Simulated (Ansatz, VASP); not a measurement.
**Cross-check of SiC (Moissanite) between VASP and Ansatz**

Aim: how closely do two programs agree when they are given the same cell, functional and k mesh? The cell is taken from a series of runs on this material, whose earlier steps may have relaxed, scaled, displaced or heated it; both programs get it as it stands.

Calculated with Ansatz 0.2.0; plane waves, with VASP 6.6.1 beside it; HSE06 form with 10 % exact exchange, screening 0.2078 1/A with an exact-exchange share of 0.1.

### Step 1. Starting point

It takes space group P6_3mc (No. 186, hexagonal). The conventional cell has a = 3.081 Å, b = 3.081 Å, c = 15.125 Å, α = 90.00°, β = 90.00°, γ = 120.00°. Si has 4 C at 1.88 to 1.90 Å nearest. Si has 4 C at 1.89 Å nearest. C has 4 Si at 1.88 to 1.89 Å nearest. Nearest to C lie 4 Si at 1.89 Å. Nearest to C lie 4 Si at 1.89 to 1.90 Å. Farther neighbours are not listed.

### Step 2. Ansatz: G0W0 gap, HSE06 form with 10 % exact exchange, screening 0.2078 1/A with an exact-exchange share of 0.1

Ansatz runs on its PAW soft_1 files.

Quasiparticle shifts depend on high empty states and on the cores, so they are the hardest test of two PAW sets.

input.yaml

```yaml
crystal:
  lattice:
    - [3.081, 0.0, 0.0]
    - [-1.5405, 2.6682242691, 0.0]
    - [0.0, 0.0, 15.1248]
  atoms:
    - { symbol: Si, position: [0.0, 0.0, 0.0] }
    - { symbol: Si, position: [0.0, 0.0, 0.5] }
    - { symbol: Si, position: [0.3333333333, 0.6666666667, 0.1664] }
    - { symbol: Si, position: [0.6666666667, 0.3333333333, 0.6664] }
    - { symbol: Si, position: [0.6666666667, 0.3333333333, 0.3329] }
    - { symbol: Si, position: [0.3333333333, 0.6666666667, 0.8329] }
    - { symbol: C, position: [0.3333333333, 0.6666666667, 0.0412] }
    - { symbol: C, position: [0.6666666667, 0.3333333333, 0.5412] }
    - { symbol: C, position: [0.6666666667, 0.3333333333, 0.208] }
    - { symbol: C, position: [0.3333333333, 0.6666666667, 0.708] }
    - { symbol: C, position: [0.0, 0.0, 0.3746] }
    - { symbol: C, position: [0.0, 0.0, 0.8746] }
kpoints:
  mp_grid: { grid: [6, 6, 2] }
hamiltonian:
  xc:
    exchange: pbe
    correlation: pbe
    exx: { coeff: 0.1, omega: 0.2078 }
  pseudopotentials: { kind: paw, azcp: { folder: soft_1 } }
scf:
  occupations: { method: fixed }
gw:
  n_empty_bands: 518
  ecut_chi: 150.0
  qp_bands: [v4, c4]
  qp_kpoints: band_edges
  screening: { model: contour_deformation }
```

Started as:

```console
> ansatz run input.yaml --threads 3 --pin off --max-ram 92160MiB --backend cuda --events-out ev --progress --plain --runs-dir out --devices 1 --max-vram 13GiB
```

Numbers of over 12 decimals in the logs are rounded to 6 here.

The program printed:

```text
GPUs: using 1 of 1 available (devices: 1).
Engine: ansatz 0.2.0, x86_64-unknown-linux-gnu
Pseudopotentials: kind: paw
Pseudopotential: Si, paw, valence charge 4, recommended cutoff 420 eV (normal), soft_1/Si.paw.azcp
Pseudopotential: C, paw, valence charge 4, recommended cutoff 420 eV (normal), soft_1/C.paw.azcp
Functional definition: unnamed
  parameter a_1 = 0.1
  parameter omega_1 = 0.2078/angstrom
  exchange = pbe_x + (-a_1)*pbe_x_sr(omega_1) + a_1*exact_x_sr(omega_1)
  correlation = pbe_c
davidson cushion auto → on  (no smearing: the cushion is to keep the highest requested band from converging to the state above it; pin scf.eigensolver.cushion to override)
device memory: the entry about to start is reckoned to put 2.1 GiB on a device that reports 43.0 GiB free (of which the cap on the GPU budget leaves the run 13.0 GiB)
GPU FFT provider: cuFFT
GPU libraries: cuBLAS 13.8.2, cuFFT 12.4.0, cuSOLVER 12.3.4
Crystal: 12 atoms, lattice volume = 124.338 Å³
Basis set: ecut = 420 eV, 2415 PW (Γ)
Bands: 36, of which v1, the nominal top of the filled ones, is band 24 counted from 1 (23 counted from 0)
Symmetry: 12 space group operations
Space group: P63mc (ITA 186), of the structure as read, at distance tolerance 5.0e-5 Å
k-points: 14 of 72
Non-local potential: Si, projectors of the file, l = 0: 2, l = 1: 2, l = 2: 1
Non-local potential: C, projectors of the file, l = 0: 2, l = 1: 2, l = 2: 1
PAW form: soft (Blöchl's): semilocal exchange-correlation on the pseudo side does not see the compensation charge
PAW frozen core: Si, regenerated for the run's functional, and the local potential with it (the file was generated under x = pbe(κ = 0.804, μ = 0.219515), c = pbe(β = 0.066725))
PAW frozen core: C, regenerated for the run's functional, and the local potential with it (the file was generated under x = pbe(κ = 0.804, μ = 0.219515), c = pbe(β = 0.066725))
PAW one-centre angular grid: Si, 110 points (default); XC on 64 Gauss nodes
PAW one-centre angular grid: C, 110 points (default); XC on 64 Gauss nodes
Initial density: superposition of atomic densities (chi_scale 0.1, normalization cell, long waves kept (reshape's long-wave potential 0.00 eV rms))
Initial wavefunctions: pseudopotential atomic-orbital guess
GPU buffer pool allocated for 62208 grid points (all kernels)
GPU transforms: local potential and band sums: pruned to the plane-wave sphere, on 24×24×108
Functional: x = pbe(κ = 0.804, μ = 0.219515), c = pbe(β = 0.066725), warm-up for x = pbe(κ = 0.804, μ = 0.219515) + 0.1 (exact − pbe) at short range (hse, ω = 0.2078 Å⁻¹), c = pbe(β = 0.066725)
SCF iter   1: F=—  HF=-5331.905785 eV  |F-HF|=—  |Δ(HF+E_count)|=         —  Δρ=1.38e-1  dr2=2.92e1  ethr=1.00e-1  ⟨swp⟩=4.7  Hψ=1989  notcnv=0
preconditioner: auto → none  [insulator: Δε(μ)=3.784 eV  Ē_g=12.792 eV  n_scr=10 (ndim 8)  ℏωp=23.1 eV  f_vac=0.000]
iter 2 solved again at ethr=3.82e-3 eV; its pass at ethr=6.07e-2 eV (dr2=1.83e0 eV) is discarded
SCF iter   2: F=—  HF=-5323.401318 eV  |F-HF|=—  |Δ(HF+E_count)|=    8.50e0  Δρ=4.94e-2  dr2=1.87e0  ethr=3.82e-3  ⟨swp⟩=3.3  Hψ=2614  notcnv=0
SCF iter   3: F=—  HF=-5322.928029 eV  |F-HF|=—  |Δ(HF+E_count)|=   4.73e-1  Δρ=2.00e-2  dr2=2.50e-1  ethr=3.82e-3  ⟨swp⟩=2.8  Hψ=1143  notcnv=0  defer=1
SCF iter   4: F=—  HF=-5322.952408 eV  |F-HF|=—  |Δ(HF+E_count)|=   2.44e-2  Δρ=4.55e-3  dr2=9.20e-2  ethr=5.21e-4  ⟨swp⟩=4.5  Hψ=1486  notcnv=0
SCF iter   5: F=—  HF=-5322.932947 eV  |F-HF|=—  |Δ(HF+E_count)|=   1.95e-2  Δρ=2.29e-3  dr2=7.73e-3  ethr=1.92e-4  ⟨swp⟩=4.6  Hψ=1374  notcnv=0  defer=1
SCF iter   6: F=—  HF=-5322.931230 eV  |F-HF|=—  |Δ(HF+E_count)|=   1.72e-3  Δρ=1.03e-3  dr2=1.37e-3  ethr=1.61e-5  ⟨swp⟩=3.7  Hψ=1596  notcnv=0
SCF iter   7: F=-5322.930738 eV  HF=-5322.930827 eV  |F-HF|=8.90e-5  |Δ(HF+E_count)|=   4.03e-4  Δρ=3.09e-4  dr2=1.19e-4  ethr=2.85e-6  ⟨swp⟩=2.9  Hψ=1157  notcnv=0
SCF 1 stopped early in 7 iterations: F = -5322.930738 eV  dr2 = 1.19e-4
  greatest PAW one-centre occupation: 0.647 electrons in one spin orbital (limit 2), on the C atom at site 7 (counted from 0), in its partial waves of l = 0
device memory: the entry about to start is reckoned to put 2.6 GiB on a device that reports 42.3 GiB free (of which the cap on the GPU budget leaves the run 13.0 GiB)
GPU FFT provider: cuFFT
GPU libraries: cuBLAS 13.8.2, cuFFT 12.4.0, cuSOLVER 12.3.4
Initial density: handed on by an earlier stage of this run
Initial wavefunctions: those handed on with the density
GPU buffer pool allocated for 62208 grid points (all kernels)
GPU transforms: local potential and band sums: pruned to the plane-wave sphere, on 24×24×108
Functional: x = pbe(κ = 0.804, μ = 0.219515) + 0.1 (exact − pbe) at short range (hse, ω = 0.2078 Å⁻¹), c = pbe(β = 0.066725)
[...]
k-point 2: bands = [... 20 lower, 8.4605, 8.5496, 8.9317, 9.0304, 14.4291, 14.8171, 14.9177, 15.6169, ... 4 higher]
  k-point 13: bands = [... 20 lower, 6.5622, 6.5622, 6.9386, 6.9386, 13.3406, 13.3406, 14.0054, 14.0054, ... 4 higher]
  guard bands above this table: 4 of the run's 36 bands. The solve was not asked for them (output.publish_guard_bands: true or output.eigenvalues: true publishes all)
--- G₀W₀: contour deformation, 6 samples at zero and on the imaginary axis and 2 off it, 72 q-points, 518 empty bands' worth ---
  eigenvalues of the whole cell's RPA ε∞ on this k-mesh (on a slab, of 1 + 4πα/V) = 6.3279, 6.4589, 6.4589; static W/v taken at q = 0 is 0.154994
  bands read: the sum over 542 bands ends inside a degenerate multiplet in 2 slots, whose members it reads at an even weight; the widest, k=1: bands 541 to 544 (counted from 1) at 2/4 each
  gw.qp_kpoints: band_edges: 10 of 14 stored k-points solved, in 1 pass; an edge of the gap read off the rows below is read off those points alone
    valence top: of the k-points left out ik 8 came nearest to being solved in a further pass, in band 24 (counted from 1, as in the quasiparticle table): it holds the edge there only if its correction is more favourable than any solved in that band by at least 0.741 eV; those differ by 0.098 eV
    conduction bottom: of the k-points left out ik 10 came nearest to being solved in a further pass, in band 25 (counted from 1, as in the quasiparticle table): it holds the edge there only if its correction is more favourable than any solved in that band by at least 1.113 eV; those differ by 0.188 eV
    ik  band        ε_KS         Σx   Σc(E_QP)       V_xc       Z   E_QP_lin       E_QP  E_QP is
     0    21      8.9804   -18.4097     2.0114   -15.9240  0.7974     8.5047     8.5062  root
     0    22      9.2453   -18.2592     1.8638   -15.9431  0.7990     8.7918     8.7931  root
     0    23      9.2788   -18.3619     1.9300   -15.9743  0.7985     8.8199     8.8212  root
     0    24      9.2788   -18.3619     1.9300   -15.9743  0.7985     8.8199     8.8212  root
     0    25     14.9068    -9.0729    -4.7654   -14.2115  0.8108    15.2810    15.2800  root
     0    26     15.0816    -8.9729    -4.8089   -14.1567  0.8095    15.4575    15.4565  root
     0    27     15.4891    -8.9559    -4.8801   -14.2074  0.8076    15.8617    15.8606  root
     0    28     16.0115    -8.8067    -5.0202   -14.2041  0.8027    16.3899    16.3887  root
     1    21      9.1805   -18.3737     1.9549   -15.9557  0.7982     8.7160     8.7174  root
     1    22      9.1805   -18.3737     1.9549   -15.9557  0.7982     8.7160     8.7174  root
     1    23      9.1805   -18.3737     1.9549   -15.9557  0.7982     8.7160     8.7174  root
     1    24      9.1805   -18.3737     1.9549   -15.9557  0.7982     8.7160     8.7174  root
     1    25     14.9752    -9.0391    -4.7807   -14.1936  0.8104    15.3501    15.3490  root
     1    26     14.9752    -9.0391    -4.7807   -14.1936  0.8104    15.3501    15.3490  root
     1    27     15.7277    -8.8546    -4.9371   -14.1670  0.8060    16.1042    16.1030  root
     1    28     15.7277    -8.8546    -4.9371   -14.1670  0.8060    16.1042    16.1030  root
     2    21      8.4605   -18.4374     2.1240   -15.8150  0.7957     7.9603     7.9620  root
     2    22      8.5496   -18.4276     2.1174   -15.8114  0.7960     8.0491     8.0509  root
     2    23      8.9317   -18.2928     1.9363   -15.8882  0.7980     8.4619     8.4633  root
     2    24      9.0304   -18.4884     1.9940   -16.0246  0.7976     8.5591     8.5606  root
     2    25     14.4291    -7.3334    -4.6460   -12.2771  0.8161    14.7274    14.7268  root
     2    26     14.8171    -7.3609    -4.7283   -12.3985  0.8130    15.1270    15.1263  root
     2    27     14.9177    -7.6243    -4.7137   -12.6643  0.8148    15.2447    15.2439  root
     2    28     15.6169    -7.5086    -4.8782   -12.7233  0.8090    15.9543    15.9534  root
[...]
13    21      6.5622   -18.1364     2.5215   -15.0408  0.7864     5.9851     5.9882  root
    13    22      6.5622   -18.1364     2.5215   -15.0408  0.7864     5.9851     5.9882  root
    13    23      6.9386   -18.2488     2.4218   -15.2717  0.7890     6.3807     6.3833  root
    13    24      6.9386   -18.2488     2.4218   -15.2717  0.7890     6.3807     6.3833  root
    13    25     13.3406    -6.9532    -4.2934   -11.4807  0.8207    13.5749    13.5745  root
    13    26     13.3406    -6.9532    -4.2934   -11.4807  0.8207    13.5749    13.5745  root
    13    27     14.0054    -7.2706    -4.4744   -12.0227  0.8159    14.2836    14.2830  root
    13    28     14.0054    -7.2706    -4.4744   -12.0227  0.8159    14.2836    14.2830  root
```

Reading the cycles: dr2 is the Hartree energy of the density residual (eV), the measure of convergence; HF is the Harris–Foulkes estimate of the energy, which meets the free energy F at convergence.

(Continued in part 2 of 2.)

[Lines on the potential files, build, host, timing and source positions are cut from VASP's logs without a mark.]

[Logs are printed without paths, hosts, clocks, repeated set-up lines and the standing remarks that a program may print on its own settings, such as how far it seeks lower states.]

[Hosts, paths, dates, database ids (printed as entryN), source tags and the programs' standing remarks are cut or masked in the printed files.]
